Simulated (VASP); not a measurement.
# Si2WC3 (P-6m2) in VASP: relaxation of cell and atoms with PBE

Aim: the relaxation of cell and atoms of Si2WC3 with PBE.

Program: VASP 6.6.1. These are calculated values, not measurements. Logs are shortened: lines on timing, memory, paths and dates and some standing lists are left out, and cuts for length are marked.

## 1. Starting point

The structure is hexagonal, space group P-6m2 (No. 187). Conventional cell: a = 3.612 Å, b = 3.612 Å, c = 7.360 Å, α = 90.00°, β = 90.00°, γ = 120.00°. Around Si (site symmetry 3m) lie 1 W at 1.95 Å. Around W (site symmetry -6m2) lie 2 Si at 1.95 Å. Around C (site symmetry mm2) lie 2 C at 1.43 Å.

The cell was built by a generator and needn't be a form met in nature.

## 2. Relaxation of cell and atoms, PBE

INCAR

```
SYSTEM = Si2WC3
ALGO = Fast
EDIFF = 1E-4
EDIFFG = -0.08
ENCUT = 520
GGA = PE
IBRION = 2
ISIF = 3
ISMEAR = 0
LASPH = .True.
LCHARG = .False.
LREAL = .False.
LWAVE = .False.
NELM = 60
NSW = 24
PREC = Normal
SIGMA = 0.15
```

KPOINTS

```
k-points
0
Gamma
  6 6 3
  0 0 0
```

POSCAR

```
Si2WC3
1.0
    3.6118751100      0.0000000000      0.0000000000
   -1.8059375500      3.1279756000      0.0000000000
    0.0000000000      0.0000000000      7.3604516200
Si W C
2 1 3
Direct
    0.0000000000      0.0000000000      0.2347688800
    0.0000000000      0.0000000000      0.7652311200
    0.0000000000      0.0000000000      0.5000000000
    0.5345060700      0.4654939300      0.0000000000
    0.5345060700      0.0690121400      0.0000000000
    0.9309878600      0.4654939300      0.0000000000
```

Potentials or basis: VASP PAW PBE potentials, release 64 (Si, W_sv, C).

Command:

```bash
$ cat potpaw_PBE.64/Si/POTCAR potpaw_PBE.64/W_sv/POTCAR potpaw_PBE.64/C/POTCAR > POTCAR
$ mpirun -np 1 vasp_std > vasp.out
```

OUTCAR:

```text
SYSTEM = Si2WC3
   EDIFF = 1E-4
   EDIFFG = -0.08
   ENCUT = 520
   GGA = PE
   IBRION = 2
   ISIF = 3
   ISMEAR = 0
   LASPH = .True.
   LREAL = .False.
   NELM = 60
   NSW = 24
   PREC = Normal

 ion  position               nearest neighbor table
   1  0.000  0.000  0.235-   3 1.95   6 2.51   6 2.51   5 2.51   5 2.51   4 2.51   4 2.51
   2  0.000  0.000  0.765-   3 1.95   6 2.51   6 2.51   5 2.51   5 2.51   4 2.51   4 2.51
   3  0.000  0.000  0.500-   1 1.95   2 1.95
   4  0.535  0.465  0.000-   5 1.43   6 1.43   1 2.51   2 2.51   1 2.51   2 2.51
   5  0.535  0.069  0.000-   4 1.43   6 1.43   1 2.51   2 2.51   1 2.51   2 2.51
   6  0.931  0.465  0.000-   4 1.43   5 1.43   1 2.51   2 2.51   1 2.51   2 2.51

  LATTYP: Found a hexagonal cell.
 ALAT       =     3.6118751100
 C/A-ratio  =     2.0378477649

  Lattice vectors:

 A1 = (   3.6118751100,   0.0000000000,   0.0000000000)
 A2 = (  -1.8059375500,   3.1279756000,   0.0000000000)
 A3 = (   0.0000000000,   0.0000000000,   7.3604516200)

Analysis of symmetry for initial positions (statically):
=====================================================================
 Subroutine PRICEL returns:
 Original cell was already a primitive cell.

 Routine SETGRP: Setting up the symmetry group for a
 hexagonal supercell.

 Subroutine GETGRP returns: Found 12 space group operations
 (whereof 12 operations were pure point group operations)
 out of a pool of 24 trial point group operations.

The static configuration has the point symmetry D_3h.

Analysis of symmetry for dynamics (positions and initial velocities):
=====================================================================
 Subroutine PRICEL returns:
 Original cell was already a primitive cell.

 Routine SETGRP: Setting up the symmetry group for a
 hexagonal supercell.

 Subroutine GETGRP returns: Found 12 space group operations
 (whereof 12 operations were pure point group operations)
 out of a pool of 24 trial point group operations.

The dynamic configuration has the point symmetry D_3h.

 Subroutine INISYM returns: Found 12 space group operations
 (whereof 12 operations are pure point group operations),
 and found     1 'primitive' translations

----------------------------------------------------------------------------------------

                                     Primitive cell

  volume of cell :      83.1573

  direct lattice vectors                    reciprocal lattice vectors
     3.611875110  0.000000000  0.000000000     0.276864501  0.159847794  0.000000000
    -1.805937550  3.127975600  0.000000000     0.000000000  0.319695588  0.000000000
     0.000000000  0.000000000  7.360451620     0.000000000  0.000000000  0.135861229

  length of vectors
     3.611875110  3.611875107  7.360451620     0.319695588  0.319695588  0.135861229

  position of ions in fractional coordinates (direct lattice)
     0.000000000  0.000000000  0.234768880
     0.000000000  0.000000000  0.765231120
     0.000000000  0.000000000  0.500000000
     0.534506070  0.465493930  0.000000000
     0.534506070  0.069012140  0.000000000
     0.930987860  0.465493930  0.000000000

  ion indices of the primitive-cell ions
   primitive index   ion index
                 1           1
                 2           2
                 3           3
                 4           4
                 5           5
                 6           6

----------------------------------------------------------------------------------------

 KPOINTS: k-points

Automatic generation of k-mesh.
 Grid dimensions read from file:
 generate k-points for:    6    6    3

 Generating k-lattice:

  Cartesian coordinates                     Fractional coordinates (reciprocal lattice)
     0.046144083  0.026641299  0.000000000     0.166666667  0.000000000  0.000000000
     0.000000000  0.053282598  0.000000000     0.000000000  0.166666667  0.000000000
     0.000000000  0.000000000  0.045287076     0.000000000  0.000000000  0.333333333

  Length of vectors
     0.053282598  0.053282598  0.045287076

  Shift w.r.t. Gamma in fractional coordinates (k-lattice)
     0.000000000  0.000000000  0.000000000

 Subroutine IBZKPT returns following result:
 ===========================================

 Found     14 irreducible k-points:

 Following reciprocal coordinates:
            Coordinates               Weight
  0.000000  0.000000  0.000000      1.000000
  0.166667 -0.000000  0.000000      6.000000
  0.333333 -0.000000  0.000000      6.000000
  0.500000 -0.000000  0.000000      3.000000
  0.166667  0.166667  0.000000      6.000000
  0.333333  0.166667  0.000000     12.000000
  0.333333  0.333333  0.000000      2.000000
  0.000000  0.000000  0.333333      2.000000
  0.166667 -0.000000  0.333333     12.000000
  0.333333 -0.000000  0.333333     12.000000
  0.500000 -0.000000  0.333333      6.000000
  0.166667  0.166667  0.333333     12.000000
  0.333333  0.166667  0.333333     24.000000
  0.333333  0.333333  0.333333      4.000000
   k-points           NKPTS =     14   k-points in BZ     NKDIM =     14   number of bands    NBANDS=     21
   number of dos      NEDOS =    301   number of ions     NIONS =      6
   total plane-waves  NPLWV =  16800
   dimension x,y,z NGX =    20 NGY =   20 NGZ =   42
   dimension x,y,z NGXF=    40 NGYF=   40 NGZF=   84
   ions per type =               2   1   3
   NGX,Y,Z   is equivalent  to a cutoff of   9.21,  9.21,  9.49 a.u.
   NGXF,Y,Z  is equivalent  to a cutoff of  18.41, 18.41, 18.97 a.u.
 SYSTEM =  Si2WC3
   PREC   = normal    normal or accurate (medium, high low for compatibility)
   ISTART =      0    job   : 0-new  1-cont  2-samecut
   ICHARG =      2    charge: 1-file 2-atom 10-const
   ISPIN  =      1    spin polarized calculation?
   LNONCOLLINEAR =      F non collinear calculations
   LSORBIT =      F    spin-orbit coupling
   LASPH  =      T    aspherical Exc in radial PAW
   ENCUT  =  520.0 eV  38.22 Ry    6.18 a.u.   6.72  6.72 13.69*2*pi/ulx,y,z
   NELM   =     60;   NELMIN=  2; NELMDL= -5     # of ELM steps
   EDIFF  = 0.1E-03   stopping-criterion for ELM
   LREAL  =      F    real-space projection
   EDIFFG = -.8E-01   stopping-criterion for IOM
   NSW    =     24    number of steps for IOM
   IBRION =      2    ionic relax: 0-MD 1-quasi-New 2-CG
   NFREE  =      1    steps in history (QN), initial steepest desc. (CG)
   ISIF   =      3    stress and relaxation
   ISYM   =      2    0-nonsym 1-usesym 2-fastsym
   POTIM  = 0.5000    time-step for ionic-motion
   TEBEG  =    0.0;   TEEND  =   0.0 temperature during run
   PSTRESS=    0.0 pullay stress
   NELECT =      34.0000    total number of electrons
   NUPDOWN=      -1.0000    fix difference up-down
   EMIN   =  10.00;   EMAX   =-10.00  energy-range for DOS
   EFERMI =   0.00;   METHOD = LEGACY
   ISMEAR =     0;   SIGMA  =   0.15  broadening in eV -4-tet -1-fermi 0-gaus
   EFERMI_NEDOS =   21; number of points for ismear=-14 and -15
   IALGO  =     68    algorithm
   IMIX   =      4    mixing-type and parameters
     AMIX     =   0.40;   BMIX     =  1.00
     AMIX_MAG =   1.60;   BMIX_MAG =  1.00
  volume/ion in A,a.u.               =      13.86        93.53
  Fermi-wavevector in a.u.,A,eV,Ry     =   1.215069  2.296148 20.087543  1.476393
  Thomas-Fermi vector in A             =   2.350468
   LORBIT       =      0    0 simple, 1 ext, 2 COOP (PROOUT), +10 PAW based schemes
   GGA     = PE    functional components
   LHFCALC =     F    Hartree Fock is set to
   AEXX    =    0.0000 exact exchange contribution
   IVDW    =     0    specifies the selected vdW correction
   LEPSILON=     F    determine dielectric tensor
   LRPA    =     F    only Hartree local field effects (RPA)
 conjugate gradient relaxation of ions
 non-spin polarized calculation
 RMM-DIIS sequential band-by-band and
 Gauss-broadening in eV      SIGMA  =   0.15
  energy-cutoff  :      520.00
  volume of cell :       83.16
 maximum number of plane-waves:      2266
   NGX = 13   NGY = 13   NGZ = 27

--------------------------------------- Ionic step        1  -------------------------------------------

 number of electron      34.0000022 magnetization

 Free energy of the ion-electron system (eV)
  ---------------------------------------------------
  ext. energy  EPLUGINS =         0.00000000
  ---------------------------------------------------
  free energy    TOTEN  =       -33.20313630 eV

  energy without entropy =      -33.14571886  energy(sigma->0) =      -33.17442758

------------------------ aborting loop because EDIFF is reached ----------------------------------------

  FORCE on cell =-STRESS in cart. coord.  units (eV):
  Direction    XX          YY          ZZ          XY          YZ          ZX
  --------------------------------------------------------------------------------------
  -------------------------------------------------------------------------------------
  Total       -3.5699180     -3.5699180     39.1931192     -0.0000000      0.0000000      0.0000000
  in kB      -68.7809681    -68.7809681    755.1267708     -0.0000001      0.0000000      0.0000000
  external PRESSURE =     205.8549449 kB  Pullay stress =       0.0000000 kB
[... 25 lines left out ...]
  energy  without entropy=      -33.1457188570  energy(sigma->0) =      -33.17442758

--------------------------------------- Ionic step        2  -------------------------------------------

 number of electron      34.0000035 magnetization

 E-fermi :   4.6965     XC(G=0):  -9.8482

 val. band max:        4.5792489464   @ k =   0.3333  -0.0000   0.3333
 cond. band min:       4.7368847341   @ k =   0.1667  -0.0000   0.3333
 fundamental gap:      0.1576357877
 Fermi energy:         4.6964578137

 k-point     1 :       0.0000    0.0000    0.0000
  band No.  band energies     occupation
      1     -70.0766      2.00000
      2     -34.3259      2.00000
      3     -33.9579      2.00000
      4     -33.9579      2.00000
      5     -14.9474      2.00000
      6      -5.9712      2.00000
[... 398 lines left out ...]
  FREE ENERGIE OF THE ION-ELECTRON SYSTEM (eV)
  ---------------------------------------------------
  free  energy   TOTEN  =       -35.1313025011 eV

  energy  without entropy=      -35.0857869477  energy(sigma->0) =      -35.10854472

[... ionic steps 4 to 19 ...]

--------------------------------------- Ionic step       20  -------------------------------------------

 number of electron      34.0000011 magnetization

------------------------ aborting loop because EDIFF is reached ----------------------------------------

  FORCE on cell =-STRESS in cart. coord.  units (eV):
  Direction    XX          YY          ZZ          XY          YZ          ZX
  --------------------------------------------------------------------------------------
  -------------------------------------------------------------------------------------
  Total        0.5538741      0.5538741     -0.1107206      0.0000000      0.0000000      0.0000000
  in kB       12.0604111     12.0604111     -2.4109021      0.0000000      0.0000000      0.0000000
  external PRESSURE =       7.2366401 kB  Pullay stress =       0.0000000 kB
[... 65 lines left out ...]
  energy  without entropy=      -37.8252834322  energy(sigma->0) =      -37.83644088

--------------------------------------- Ionic step       22  -------------------------------------------

 number of electron      34.0000010 magnetization

 Free energy of the ion-electron system (eV)
  ---------------------------------------------------
  ext. energy  EPLUGINS =         0.00000000
  ---------------------------------------------------
  free energy    TOTEN  =       -37.84941178 eV

  energy without entropy =      -37.82605018  energy(sigma->0) =      -37.83773098

 E-fermi :   8.2358     XC(G=0): -11.4649

 val. band max:        8.2205660911   @ k =   0.3333  -0.0000   0.0000
 cond. band min:       8.2781001787   @ k =   0.0000   0.0000   0.3333
 fundamental gap:      0.0575340876
 Fermi energy:         8.2357828552

 k-point     1 :       0.0000    0.0000    0.0000
  band No.  band energies     occupation
      1     -65.9206      2.00000
      2     -30.1652      2.00000
      3     -29.8872      2.00000
      4     -29.8872      2.00000
      5     -13.0384      2.00000
      6      -4.2097      2.00000
[... 358 lines left out ...]
  FREE ENERGIE OF THE ION-ELECTRON SYSTEM (eV)
  ---------------------------------------------------
  free  energy   TOTEN  =       -37.8494117837 eV

  energy  without entropy=      -37.8260501805  energy(sigma->0) =      -37.83773098

 reached required accuracy - stopping structural energy minimisation
```

Wall time 2.4 min (1 thread of Intel Xeon Platinum 8559C (Emerald Rapids), shared host); peak memory 0.17 GiB.

Results:

```
Free energy                            : -37.8494 eV
Relaxed volume                         : 12.30 Å³/atom
Relaxed cell                           : a = 3.220 Å, b = 3.220 Å, c = 8.221 Å, α = 90.00°, β = 90.00°, γ = 120.00°
Space group after relaxing (to 0.05 Å) : P6/mmm (No. 191)
Energy gained by relaxing              : 774.4 meV/atom
Ionic steps                            : 22
Pressure after relaxing                : 0.1 GPa
Largest force after relaxing           : 0.040 eV/Å
Band gap on the k mesh                 : none (metal or under the smearing width)
```

Forces in eV/Å, atoms in the order of the input:
```
Si   0.000  0.000  0.029
Si   0.000  0.000 -0.029
W    0.000  0.000  0.000
C   -0.035  0.020  0.000
C    0.000 -0.040  0.000
C    0.035  0.020  0.000
```

The path:
| step | energy change (eV) | largest force (eV/Å) | pressure (GPa) | volume (Å³) |
| --- | --- | --- | --- | --- |
| 1 | 0.0000 | 10.4004 | 20.59 | 83.16 |
| 2 | -1.3320 | 0.4495 | -15.17 | 103.17 |
| 3 | -1.9282 | 0.6638 | -15.94 | 100.09 |
| 4 | -2.5119 | 0.8481 | -15.79 | 97.25 |
| 5 | -3.4782 | 1.3637 | -9.71 | 90.37 |
| 6 | -3.4744 | 1.4147 | -8.22 | 89.67 |
| 7 | -3.4799 | 1.3829 | -8.97 | 89.99 |
| 8 | -4.1670 | 0.6454 | -6.11 | 81.66 |
| 9 | -4.4126 | 0.7041 | 1.77 | 74.36 |
| 10 | -4.5621 | 0.7661 | -0.05 | 74.10 |
| 11 | -4.5782 | 0.7936 | 0.36 | 73.99 |
| 12 | -4.6120 | 0.1804 | -0.36 | 74.27 |
| 13 | -4.6121 | 0.1653 | -0.15 | 74.26 |
| 14 | -4.6186 | 0.0918 | -0.07 | 74.14 |
| 15 | -4.6219 | 0.1532 | -0.10 | 74.01 |
| 16 | -4.6267 | 0.1680 | 0.32 | 73.88 |
| 17 | -4.6378 | 0.2416 | 0.71 | 73.50 |
| 18 | -4.5885 | 0.2070 | 3.54 | 72.68 |
| 19 | -4.6400 | 0.2184 | 0.98 | 73.38 |
| 20 | -4.6441 | 0.0983 | 0.72 | 73.58 |
| 21 | -4.6445 | 0.0652 | 0.55 | 73.66 |
| 22 | -4.6463 | 0.0400 | 0.11 | 73.82 |

Final structure:
```yaml
crystal:
  lattice:
    - [3.22014, 0.00000, 0.00000]
    - [-1.61007, 2.78872, 0.00000]
    - [0.00000, 0.00000, 8.22079]
  atoms:
    - { symbol: Si, position: [0.00000, 0.00000, 0.20547] }
    - { symbol: Si, position: [0.00000, 0.00000, 0.79453] }
    - { symbol: W, position: [0.00000, 0.00000, 0.50000] }
    - { symbol: C, position: [0.50034, 0.49966, 0.00000] }
    - { symbol: C, position: [0.50034, 0.00069, 0.00000] }
    - { symbol: C, position: [0.99931, 0.49966, 0.00000] }
```

Levels at points of the mesh, in eV from the Fermi level:
| k point | band 14 | band 15 | band 16 | band 17 | band 18 | band 19 | band 20 | band 21 |
| --- | --- | --- | --- | --- | --- | --- | --- | --- |
| (0.00, 0.00, 0.00) | -3.37 | -1.36 | 0.05 | 0.05 | 0.94 | 0.94 | 1.91 | 1.91 |
| (0.50, 0.00, 0.00) | -2.43 | -1.85 | -0.93 | 0.75 | 1.11 | 2.11 | 2.28 | 3.11 |

Caveat: the relaxation stopped at a loose force limit of 0.08 eV/Å, so its end isn't a converged minimum. The run has no spin-orbit coupling, so splittings on W are missing.
